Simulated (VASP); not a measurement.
VASP runs on PbTe (space group Fm-3m) share one base input (LDA (Ceperley-Alder, Perdew-Zunger), plane waves, VASP's LDA PAW potentials (set 64)) and change the settings named in each case.

**KPOINTS**
```
Automatic
0
G
 5 5 5
0 0 0
```

INCAR:
```
# general
SYSTEM  = PbTe
PREC    = Accurate
ENCUT   = 300
LREAL   = .False.
LASPH   = .True.

# electronic loop
EDIFF   = 1E-6
NELM    = 100
ALGO    = Normal
LMAXMIX = 4

# smearing
ISMEAR  = 0
SIGMA   = 0.02

# ions
ISIF    = 2

# output
LWAVE   = .False.
LCHARG  = .False.
```

**POSCAR**
```
PbTe
1
    0.0000000000     3.2300000000     3.2300000000
    3.2300000000     0.0000000000     3.2300000000
    3.2300000000     3.2300000000     0.0000000000
Te Pb
1 1
Direct
  0.5000000000   0.5000000000   0.5000000000
  0.0000000000   0.0000000000   0.0000000000
```

POTCAR, in this order: Te Pb_d (LDA.64 set). Program: vasp_std.

```csv
change,pressure (GPa)
base run,-1.90
EDIFF = 1E-03,-2.10
IVDW = 12 (refused),-
ISYM = 0,-1.90
ENCUT = 600,[?]
```

Q: Complete the blanks.

A: 
- ENCUT = 600, pressure (GPa): -1.60

Energies of different potentials or functionals have different zeros.  Unless said otherwise, spin-orbit coupling is left out, though it shifts the bands of the heavy elements here. The base run's pressure lies -0.31 GPa from that at 600 eV (Pulay error).

Left out are runs that ran out of time, are held back, or changed the cell or the kind of run, fixed moments of cells without a moment, rows past the twelfth, gaps on odd meshes, pressures of charged cells and columns that move by less than the noise.

The structure is a typed PbTe crystal. The cell was not relaxed at this level.
